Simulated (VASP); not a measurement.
# Si28BC27 (a cell with a defect) in VASP: settings compared

One crystal, Si28BC27 (a cell with a defect), is run at these levels: PBE, HSE06; tasks: relaxation of the atoms, single point.

Everything below comes from runs of VASP 6.6.1. Logs are shortened: lines on timing, memory, paths and dates and some standing lists are left out, and cuts for length are marked.

## 1. The structure

The cell holds a defect, 56 atoms: a = 8.184 Å, b = 8.184 Å, c = 10.127 Å, α = 90.00°, β = 90.00°, γ = 120.00°.

## 2. Relaxation of the atoms, PBE

INCAR

```
SYSTEM = Si28BC27
PREC = Normal
ENCUT = 450
EDIFF = 1E-6
ISMEAR = 0
SIGMA = 0.01
LREAL = Auto
LASPH = .True.
NELM = 80
ALGO = Normal
ISIF = 2
LWAVE = .False.
LCHARG = .False.
GGA = PE
IBRION = 2
NSW = 70
EDIFFG = -0.025
ICORELEVEL = 1
NELECT = 224.0
ISYM = 0
KPAR = 4
NCORE = 2
```

KPOINTS

```
Automatic mesh
0
Gamma
  2 2 2
  0 0 0
```

POSCAR

```
Si28BC27
1.0
    1.5465940000      8.0363460000      0.0000000000
   -7.7329770000     -2.6787820000      0.0000000000
    0.0000000000      0.0000000000     10.1265810000
Si B C
28 1 27
Direct
    0.3274361400      0.6602327100      0.9347955400
    0.1904760000      0.2380950000      0.9378460000
    0.6190474300      0.5238092900      0.9378460000
    0.0476188600      0.8095235700      0.9378460000
    0.4761902900      0.0952378600      0.9378460000
    0.9047617100      0.3809521400      0.9378460000
    0.7619045700      0.9523807100      0.9378460000
    0.5238097100      0.9047621400      0.4378460000
    0.3809525700      0.4761907100      0.4378460000
    0.8095240000      0.7619050000      0.4378460000
    0.2380954300      0.0476192900      0.4378460000
    0.6666668600      0.3333335700      0.4378460000
    0.0952382900      0.6190478600      0.4378460000
    0.9523811400      0.1904764300      0.4378460000
    0.2951993700      0.8632052700      0.6851212800
    0.1473358300      0.4285500300      0.6837419400
    0.5772825700      0.7249932900      0.6962081600
    0.0000000000      0.0000000000      0.6878980000
    0.4285714300      0.2857142900      0.6878980000
    0.8571428600      0.5714285700      0.6878980000
    0.7142857100      0.1428571400      0.6878980000
    0.2857142900      0.8571428600      0.1878980000
    0.1428571400      0.4285714300      0.1878980000
    0.5714285700      0.7142857100      0.1878980000
    0.0000000000      0.0000000000      0.1878980000
    0.4285714300      0.2857142900      0.1878980000
    0.8571428600      0.5714285700      0.1878980000
    0.7142857100      0.1428571400      0.1878980000
    0.3286728900      0.6707369000      0.7483539600
    0.1904760000      0.2380950000      0.7498070000
    0.6190474300      0.5238092900      0.7498070000
    0.0476188600      0.8095235700      0.7498070000
    0.4761902900      0.0952378600      0.7498070000
    0.9047617100      0.3809521400      0.7498070000
    0.7619045700      0.9523807100      0.7498070000
    0.5238097100      0.9047621400      0.2498070000
    0.3809525700      0.4761907100      0.2498070000
    0.8095240000      0.7619050000      0.2498070000
    0.2380954300      0.0476192900      0.2498070000
    0.6666668600      0.3333335700      0.2498070000
    0.0952382900      0.6190478600      0.2498070000
    0.9523811400      0.1904764300      0.2498070000
    0.2857142900      0.8571428600      0.5004470000
    0.1428571400      0.4285714300      0.5004470000
    0.5714285700      0.7142857100      0.5004470000
    0.0000000000      0.0000000000      0.5004470000
    0.4285714300      0.2857142900      0.5004470000
    0.8571428600      0.5714285700      0.5004470000
    0.7142857100      0.1428571400      0.5004470000
    0.2857142900      0.8571428600      0.0004470000
    0.1428571400      0.4285714300      0.0004470000
    0.5714285700      0.7142857100      0.0004470000
    0.0000000000      0.0000000000      0.0004470000
    0.4285714300      0.2857142900      0.0004470000
    0.8571428600      0.5714285700      0.0004470000
    0.7142857100      0.1428571400      0.0004470000
```

Potentials or basis: VASP PAW PBE potentials, release 64 (Si, B, C).

The run is started by

```
$ cat potpaw_PBE.64/Si/POTCAR potpaw_PBE.64/B/POTCAR potpaw_PBE.64/C/POTCAR > POTCAR
$ mpirun -np 8 vasp_std > vasp.out
```

OUTCAR:

```text
SYSTEM = Si28BC27
   PREC = Normal
   ENCUT = 450
   EDIFF = 1E-6
   ISMEAR = 0
   LREAL = Auto
   LASPH = .True.
   NELM = 80
   ISIF = 2
   GGA = PE
   IBRION = 2
   NSW = 70
   EDIFFG = -0.025
   NELECT = 224.0
   ISYM = 0

 ion  position               nearest neighbor table
   1  0.327  0.660  0.935-  51 1.86  29 1.89  50 1.93  52 1.93  17 3.04   6 3.05   2 3.05  16 3.07
                             4 3.09  23 3.10   3 3.10  15 3.11   5 3.13  22 3.14   7 3.14  24 3.14
   2  0.190  0.238  0.938-  53 1.90  51 1.90  54 1.90  30 1.90   1 3.05   6 3.09   5 3.09   4 3.09
                             7 3.09   3 3.09  18 3.10  19 3.10  25 3.10  23 3.10  26 3.10  16 3.12
   3  0.619  0.524  0.938-  54 1.90  52 1.90  55 1.90  31 1.90  17 3.06   6 3.09   7 3.09   5 3.09
                             4 3.09   2 3.09  19 3.10  20 3.10  26 3.10  24 3.10  27 3.10   1 3.10
   4  0.048  0.810  0.938-  55 1.90  53 1.90  50 1.90  32 1.90   1 3.09   7 3.09   6 3.09   2 3.09
                             3 3.09   5 3.09  20 3.10  18 3.10  27 3.10  25 3.10  22 3.10
   5  0.476  0.095  0.938-  50 1.90  54 1.90  56 1.90  33 1.90  15 3.09   7 3.09   2 3.09   3 3.09
                             6 3.09   4 3.09  19 3.10  21 3.10  22 3.10  26 3.10  28 3.10   1 3.13
   6  0.905  0.381  0.938-  56 1.90  55 1.90  51 1.90  34 1.90   1 3.05   3 3.09   2 3.09   4 3.09
                             7 3.09   5 3.09  21 3.10  20 3.10  28 3.10  27 3.10  23 3.10
   7  0.762  0.952  0.938-  52 1.90  56 1.90  53 1.90  35 1.90  17 2.99   5 3.09   4 3.09   3 3.09
                             6 3.09   2 3.09  21 3.10  18 3.10  24 3.10  28 3.10  25 3.10   1 3.14
   8  0.524  0.905  0.438-  49 1.90  45 1.90  43 1.90  36 1.90  15 3.04  11 3.09  10 3.09  12 3.09
                             9 3.09  13 3.09  14 3.09  28 3.10  24 3.10  22 3.10  21 3.10  17 3.14
   9  0.381  0.476  0.438-  45 1.90  47 1.90  44 1.90  37 1.90  16 3.04  13 3.09  12 3.09  11 3.09
                             8 3.09  14 3.09  10 3.09  24 3.10  26 3.10  23 3.10  19 3.10
  10  0.810  0.762  0.438-  46 1.90  48 1.90  45 1.90  38 1.90  13 3.09   8 3.09  12 3.09  14 3.09
                            11 3.09   9 3.09  25 3.10  27 3.10  24 3.10  18 3.10  20 3.10
  11  0.238  0.048  0.438-  47 1.90  43 1.90  46 1.90  39 1.90  15 3.08   8 3.09  14 3.09   9 3.09
                            13 3.09  12 3.09  10 3.09  26 3.10  22 3.10  25 3.10  19 3.10  18 3.10
  12  0.667  0.333  0.438-  48 1.90  49 1.90  47 1.90  40 1.90  14 3.09   9 3.09   8 3.09  10 3.09
                            11 3.09  13 3.09  27 3.10  28 3.10  26 3.10  20 3.10  21 3.10  19 3.10
  13  0.095  0.619  0.438-  43 1.90  44 1.90  48 1.90  41 1.90  16 3.08   9 3.09  10 3.09  14 3.09
                            11 3.09   8 3.09  12 3.09  22 3.10  23 3.10  27 3.10  20 3.10  15 3.11
  14  0.952  0.190  0.438-  44 1.90  46 1.90  49 1.90  42 1.90  16 3.07  12 3.09  11 3.09  13 3.09
                            10 3.09   9 3.09   8 3.09  23 3.10  25 3.10  28 3.10  18 3.10  21 3.10
  15  0.295  0.863  0.685-  29 1.84  33 1.85  43 1.87  32 1.96  21 3.03  17 3.04   8 3.04  19 3.06
                            11 3.08   5 3.09   1 3.11  13 3.11  18 3.13  16 3.13
  16  0.147  0.429  0.684-  44 1.86  30 1.88  29 1.90  34 1.94   9 3.04  19 3.06  14 3.07   1 3.07
                            13 3.08  18 3.09   2 3.12  21 3.12  17 3.12  20 3.13  15 3.13
  17  0.577  0.725  0.696-  35 1.80  31 1.92  29 1.93  45 1.98   7 2.99  21 3.02   1 3.04  15 3.04
                            18 3.04   3 3.06  20 3.12  16 3.12   8 3.14
  18  0.000  0.000  0.688-  30 1.89  32 1.89  35 1.89  46 1.90  17 3.04  16 3.09  21 3.09  20 3.09
                            19 3.09   2 3.10   4 3.10   7 3.10  10 3.10  14 3.10  11 3.10  15 3.13
  19  0.429  0.286  0.688-  31 1.89  33 1.89  30 1.89  47 1.90  16 3.06  15 3.06  21 3.09  20 3.09
                            18 3.09   3 3.10   5 3.10   2 3.10  11 3.10   9 3.10  12 3.10
  20  0.857  0.571  0.688-  32 1.89  34 1.89  31 1.89  48 1.90  21 3.09  18 3.09  19 3.09   4 3.10
                             6 3.10   3 3.10  12 3.10  10 3.10  13 3.10  17 3.12  16 3.13
  21  0.714  0.143  0.688-  34 1.89  35 1.89  33 1.89  49 1.90  17 3.02  15 3.03  19 3.09  18 3.09
                            20 3.09   6 3.10   7 3.10   5 3.10   8 3.10  12 3.10  14 3.10  16 3.12
  22  0.286  0.857  0.188-  41 1.89  39 1.89  36 1.89  50 1.90  24 3.09  25 3.09  23 3.09  26 3.09
                            28 3.09  27 3.09  13 3.10  11 3.10   8 3.10   5 3.10   4 3.10   1 3.14
  23  0.143  0.429  0.188-  42 1.89  41 1.89  37 1.89  51 1.90  27 3.09  26 3.09  22 3.09  25 3.09
                            24 3.09  28 3.09   1 3.10  14 3.10  13 3.10   9 3.10   2 3.10   6 3.10
  24  0.571  0.714  0.188-  37 1.89  36 1.89  38 1.89  52 1.90  22 3.09  27 3.09  26 3.09  28 3.09
                            23 3.09  25 3.09   9 3.10   8 3.10  10 3.10   7 3.10   3 3.10   1 3.14
  25  0.000  0.000  0.188-  38 1.89  42 1.89  39 1.89  53 1.90  22 3.09  28 3.09  27 3.09  23 3.09
                            24 3.09  26 3.09  10 3.10  14 3.10  11 3.10   2 3.10   4 3.10   7 3.10
  26  0.429  0.286  0.188-  39 1.89  37 1.89  40 1.89  54 1.90  28 3.09  23 3.09  24 3.09  22 3.09
[... 31 lines left out ...]
  55  0.857  0.571  0.000-   4 1.90   6 1.90   3 1.90  27 1.90
  56  0.714  0.143  0.000-   6 1.90   7 1.90   5 1.90  28 1.90

IMPORTANT INFORMATION: All symmetrisations will be switched off!
NOSYMM: (Re-)initialisation of all symmetry stuff for point group C_1.

----------------------------------------------------------------------------------------

                                     Primitive cell

  volume of cell :     587.3608

  direct lattice vectors                    reciprocal lattice vectors
     1.546594000  8.036346000  0.000000000    -0.046184391  0.133322844  0.000000000
    -7.732977000 -2.678782000  0.000000000    -0.138553173  0.026664545  0.000000000
[... 192 lines left out ...]
   EFERMI_NEDOS =   21; number of points for ismear=-14 and -15
   IALGO  =     38    algorithm
   IMIX   =      4    mixing-type and parameters
     AMIX     =   0.40;   BMIX     =  1.00
     AMIX_MAG =   1.60;   BMIX_MAG =  1.00
  volume/ion in A,a.u.               =      10.49        70.78
  Fermi-wavevector in a.u.,A,eV,Ry     =   1.187196  2.243476 19.176526  1.409435
  Thomas-Fermi vector in A             =   2.323353
   LORBIT       =      0    0 simple, 1 ext, 2 COOP (PROOUT), +10 PAW based schemes
   GGA     = PE    functional components
   LHFCALC =     F    Hartree Fock is set to
   AEXX    =    0.0000 exact exchange contribution
   IVDW    =     0    specifies the selected vdW correction
   LEPSILON=     F    determine dielectric tensor
   LRPA    =     F    only Hartree local field effects (RPA)
 conjugate gradient relaxation of ions
 non-spin polarized calculation
 Gauss-broadening in eV      SIGMA  =   0.01
  energy-cutoff  :      450.00
  volume of cell :      587.36
 maximum number of plane-waves:     12738
   NGX = 29   NGY = 29   NGZ = 35

--------------------------------------- Ionic step        1  -------------------------------------------

 number of electron     224.0000287 magnetization

 Free energy of the ion-electron system (eV)
  ---------------------------------------------------
  ext. energy  EPLUGINS =         0.00000000
  ---------------------------------------------------
  free energy    TOTEN  =      -408.39287788 eV

  energy without entropy =     -408.39287788  energy(sigma->0) =     -408.39287788

------------------------ aborting loop because EDIFF is reached ----------------------------------------

  FORCE on cell =-STRESS in cart. coord.  units (eV):
  Direction    XX          YY          ZZ          XY          YZ          ZX
  --------------------------------------------------------------------------------------
  -------------------------------------------------------------------------------------
  Total       20.4256890     16.7580517     18.7277652     -0.6417622      1.0191700      0.0665873
  in kB       55.7163050     45.7118836     51.0847822     -1.7505710      2.7800476      0.1816338
  external PRESSURE =      50.8376569 kB  Pullay stress =       0.0000000 kB
[... 251 lines left out ...]
  FREE ENERGIE OF THE ION-ELECTRON SYSTEM (eV)
  ---------------------------------------------------
  free  energy   TOTEN  =      -408.7728269504 eV

  energy  without entropy=     -408.7728269504  energy(sigma->0) =     -408.77282695

[... ionic steps 4 to 9 ...]

--------------------------------------- Ionic step       10  -------------------------------------------

 number of electron     224.0000197 magnetization

------------------------ aborting loop because EDIFF is reached ----------------------------------------
[... 175 lines left out ...]
--------------------------------------- Ionic step       12  -------------------------------------------

 number of electron     224.0000196 magnetization

 Free energy of the ion-electron system (eV)
  ---------------------------------------------------
  ext. energy  EPLUGINS =         0.00000000
  ---------------------------------------------------
  free energy    TOTEN  =      -408.85658576 eV

  energy without entropy =     -408.85658576  energy(sigma->0) =     -408.85658576

 the core state eigenenergies are
   1-  1s  -1770.7948  2s   -124.7471  2p    -80.7728
   2-  1s  -1771.5175  2s   -125.3765  2p    -81.4082
   3-  1s  -1771.5197  2s   -125.3782  2p    -81.4099
   4-  1s  -1771.5189  2s   -125.3775  2p    -81.4091
   5-  1s  -1771.5209  2s   -125.3792  2p    -81.4109
   6-  1s  -1771.5190  2s   -125.3778  2p    -81.4095
[... 48 lines left out ...]
  55-  1s   -255.7790
  56-  1s   -255.7787

 E-fermi :   8.4062     XC(G=0): -11.3126

 val. band max:        8.3166587375   @ k =   0.0000   0.0000   0.0000
 cond. band min:      10.2010231685   @ k =   0.5000   0.0000   0.0000
 fundamental gap:      1.8843644309
 Fermi energy:         8.4062409990

 k-point     1 :       0.0000    0.0000    0.0000
  band No.  band energies     occupation
      1      -7.3879      2.00000
      2      -6.2499      2.00000
      3      -6.1360      2.00000
      4      -5.1377      2.00000
      5      -5.1280      2.00000
      6      -5.1275      2.00000
[... 1005 lines left out ...]
    123      12.1222      0.00000
    124      12.2654      0.00000
 [bands above 124 left out]

------------------------ aborting loop because EDIFF is reached ----------------------------------------

  FORCE on cell =-STRESS in cart. coord.  units (eV):
  Direction    XX          YY          ZZ          XY          YZ          ZX
  --------------------------------------------------------------------------------------
  -------------------------------------------------------------------------------------
  Total       17.9486059     18.0113227     18.2589413      0.0927027     -0.0066288      0.0037078
  in kB       48.9594255     49.1305017     49.8059449      0.2528703     -0.0180818      0.0101141
  external PRESSURE =      49.2986240 kB  Pullay stress =       0.0000000 kB
[... 71 lines left out ...]
  FREE ENERGIE OF THE ION-ELECTRON SYSTEM (eV)
  ---------------------------------------------------
  free  energy   TOTEN  =      -408.8565857576 eV

  energy  without entropy=     -408.8565857576  energy(sigma->0) =     -408.85658576

 reached required accuracy - stopping structural energy minimisation
```

Run time: 5.6 min. Hardware: 8 MPI ranks of Intel Xeon Platinum 8488C (Sapphire Rapids), shared host; peak memory 0.35 GiB.

Results:

| Property | Result |
| --- | --- |
| Free energy | -408.8566 eV |
| Energy gained by relaxing | 8.3 meV/atom |
| Ionic steps | 12 |
| Largest force after relaxing | 0.021 eV/Å |
| Band gap on the k mesh | 1.88 eV, indirect (least direct gap 2.14 eV) |

Forces on the atoms (eV/Å):
```
Si  -0.002 -0.009 -0.005
Si  -0.001  0.000 -0.004
Si   0.000  0.009 -0.004
Si  -0.003  0.001 -0.003
Si  -0.005 -0.003  0.003
Si   0.000 -0.002 -0.008
Si  -0.007  0.009 -0.006
Si   0.002  0.008 -0.007
Si  -0.001 -0.002  0.005
Si  -0.004  0.002  0.007
Si  -0.005 -0.007 -0.003
Si  -0.001 -0.003  0.003
Si   0.005 -0.005  0.006
Si  -0.002 -0.003  0.008
Si   0.005  0.002  0.009
Si   0.008 -0.003 -0.001
Si   0.016 -0.001  0.014
Si   0.010 -0.013  0.005
Si   0.001 -0.004  0.007
Si   0.007 -0.011  0.005
Si   0.007  0.008  0.007
Si  -0.002  0.011  0.001
Si  -0.001  0.007 -0.010
Si  -0.008  0.001 -0.007
Si  -0.007 -0.003 -0.005
Si  -0.006  0.000 -0.004
Si  -0.010 -0.004 -0.013
Si   0.008 -0.002 -0.001
B    0.005  0.002 -0.001
C    0.013 -0.004 -0.002
C    0.004 -0.003  0.000
C    0.013 -0.006  0.002
C    0.002 -0.003 -0.001
C    0.004 -0.007 -0.003
C   -0.002  0.000 -0.002
C    0.004 -0.002 -0.001
C   -0.004  0.001 -0.001
C   -0.005  0.002  0.003
C    0.000  0.004 -0.001
C   -0.001 -0.001  0.000
C   -0.005  0.006  0.006
C   -0.006  0.002  0.004
C   -0.004  0.003 -0.004
C    0.001  0.001 -0.007
C    0.000 -0.001 -0.006
C    0.003  0.005  0.000
C    0.006  0.000 -0.004
C    0.001  0.001 -0.002
C   -0.004 -0.007  0.000
C   -0.004  0.003  0.001
C   -0.002  0.001  0.010
C   -0.005  0.004 -0.001
C    0.000  0.005  0.003
C   -0.008  0.001  0.004
C   -0.005  0.008  0.003
C   -0.006 -0.003  0.001
```

Step by step:
| step | energy change (eV) | largest force (eV/Å) | pressure (GPa) |
| --- | --- | --- | --- |
| 1 | 0.0000 | 2.7007 | 5.08 |
| 2 | -0.2033 | 1.9107 | 5.09 |
| 3 | -0.3799 | 0.9485 | 4.97 |
| 4 | -0.4375 | 0.3839 | 4.96 |
| 5 | -0.4378 | 0.3617 | 4.95 |
| 6 | -0.4562 | 0.1187 | 4.95 |
| 7 | -0.4568 | 0.1317 | 4.95 |
| 8 | -0.4618 | 0.0642 | 4.94 |
| 9 | -0.4618 | 0.0663 | 4.94 |
| 10 | -0.4633 | 0.0348 | 4.93 |
| 11 | -0.4633 | 0.0330 | 4.93 |
| 12 | -0.4637 | 0.0213 | 4.93 |

Levels at points of the mesh, in eV from the valence-band top:
```
           k point  band 108  band 109  band 110  band 111  band 112  band 113  band 114  band 115  band 116  band 117
(0.00, 0.00, 0.00)     -0.74     -0.74     -0.17      0.00      0.00      3.17      3.17      3.21      3.26      3.27
(0.50, 0.00, 0.00)     -0.89     -0.78     -0.64     -0.37     -0.25      1.88      2.05      3.08      3.10      3.14
(0.00, 0.50, 0.00)     -0.89     -0.78     -0.64     -0.37     -0.25      1.89      2.05      3.08      3.10      3.14
(0.50, 0.50, 0.00)     -0.89     -0.79     -0.64     -0.38     -0.25      1.89      2.05      3.08      3.10      3.14
(0.00, 0.00, 0.50)     -0.60     -0.60     -0.60     -0.04     -0.04      3.58      3.58      3.63      3.63      3.64
(0.50, 0.00, 0.50)     -1.13     -1.03     -0.68     -0.61     -0.31      2.27      2.36      3.14      3.19      3.20
(0.00, 0.50, 0.50)     -1.13     -1.03     -0.68     -0.61     -0.31      2.27      2.36      3.14      3.19      3.19
(0.50, 0.50, 0.50)     -1.13     -1.03     -0.68     -0.61     -0.31      2.27      2.36      3.14      3.19      3.20
```

Core levels (eV, on the scale of the bands):
| atom | levels |
| --- | --- |
| 1 Si | 1s -1770.8, 2s -124.7, 2p -80.8 |
| 2 Si | 1s -1771.5, 2s -125.4, 2p -81.4 |
| 3 Si | 1s -1771.5, 2s -125.4, 2p -81.4 |
| 4 Si | 1s -1771.5, 2s -125.4, 2p -81.4 |
| 5 Si | 1s -1771.5, 2s -125.4, 2p -81.4 |
| 6 Si | 1s -1771.5, 2s -125.4, 2p -81.4 |

Caveat: the k mesh is coarse (spacing up to 0.44 Å⁻¹), so the values aren't converged; the cell is charged against a uniform background, so pressure and absolute levels hang on convention; the cutoff is under 1.25 times the usual one of these potentials, so pressure, stress and relaxed cells hold a basis-set (Pulay) error. Expect the measured gap to be larger: semilocal functionals such as PBE lack the derivative discontinuity.

(Continued in part 2 of 2.)
